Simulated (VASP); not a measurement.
Write the native input for VASP 6.6.1 that does the following.

| Item | Value |
| --- | --- |
| Task | relaxation of cell and atoms |
| Functional | r2SCAN |
| Potentials or basis | VASP PAW PBE potentials, release 64 (Ba_sv, Zr_sv, Ti_sv, O) |
| Cutoff | 600 eV |
| k mesh | 6 × 6 × 6 |
| Occupations | gaussian, width 0.03 eV |
| Spin | no spin polarisation |
| Further INCAR settings | ALGO = Normal; EDIFF = 1e-07; IBRION = 2; EDIFFG = -0.005; NSW = 90; ISIF = 3 |

The structure of Ba4ZrTi3O12 lies in POSCAR:

```
Ba4ZrTi3O12                             
1.0
   -4.0584657418      4.0584657418      4.0584657418
    4.0584657418     -4.0584657418      4.0584657418
    4.0584657418      4.0584657418     -4.0584657418
  Ba              Zr              Ti              O             
     4     1     3    12
Direct
     0.5000000000000000    0.5000000000000000    0.5000000000000000
     0.0000000000000000    0.0000000000000000    0.5000000000000000
     0.0000000000000000    0.5000000000000000    0.0000000000000000
     0.5000000000000000    0.0000000000000000    0.0000000000000000
     0.0000000000000000    0.0000000000000000    0.0000000000000000
     0.5000000000000000    0.5000000000000000    0.0000000000000000
     0.5000000000000000    0.0000000000000000    0.5000000000000000
     0.0000000000000000    0.5000000000000000    0.5000000000000000
     0.0000000000000000    0.2580807840426330    0.2580807840426330
     0.5000000000000000    0.7500000000000000    0.2500000000000000
     0.5000000000000000    0.2500000000000000    0.7500000000000000
     0.0000000000000000    0.7419192159573669    0.7419192159573669
     0.2580807840426330    0.0000000000000000    0.2580807840426330
     0.7500000000000000    0.5000000000000000    0.2500000000000000
     0.7419192159573669    0.0000000000000000    0.7419192159573669
     0.2500000000000000    0.5000000000000000    0.7500000000000000
     0.2580807840426330    0.2580807840426330    0.0000000000000000
     0.7419192159573669    0.7419192159573669    0.0000000000000000
     0.7500000000000000    0.2500000000000000    0.5000000000000000
     0.2500000000000000    0.7500000000000000    0.5000000000000000
```

The cell was built by a generator and needn't be a form met in nature.

These files were run (other wordings do the same):

INCAR

```
SYSTEM = Ba4ZrTi3O12
PREC = Accurate
ENCUT = 600
EDIFF = 1E-7
ISMEAR = 0
SIGMA = 0.03
LREAL = .FALSE.
LASPH = .TRUE.
NELM = 80
ALGO = Normal
ISIF = 3
LWAVE = .FALSE.
LCHARG = .FALSE.
METAGGA = R2SCAN
LMIXTAU = .TRUE.
IBRION = 2
NSW = 90
EDIFFG = -0.005
KPAR = 4
```

KPOINTS

```
regular mesh
0
G
  6 6 6
  0 0 0
```

Potentials or basis: VASP PAW PBE potentials, release 64 (Ba_sv, Zr_sv, Ti_sv, O).

The run is started by

```console
$ cat potpaw_PBE.64/Ba_sv/POTCAR potpaw_PBE.64/Zr_sv/POTCAR potpaw_PBE.64/Ti_sv/POTCAR potpaw_PBE.64/O/POTCAR > POTCAR
$ mpirun -np 4 vasp_std > vasp.out
```

Results of the run:

```yaml
Pressure_after_relaxing: 0.0 GPa
Largest_force_after_relaxing: 0.003 eV/Å
Band_gap_on_the_k_mesh: 2.37 eV, indirect (least direct gap 2.47 eV)
```

Caveat: the relaxation stopped at its first step, so nothing moved; the PAW data sets were made with another functional, which shifts forces and pressure a little; spin-orbit coupling is left out, which moves the levels of the heavy elements.

Run time: 9.1 min on 4 MPI ranks on Intel(R) Xeon(R) 6975P-C (Granite Rapids) (shared host), peak memory 0.73 GiB a rank.
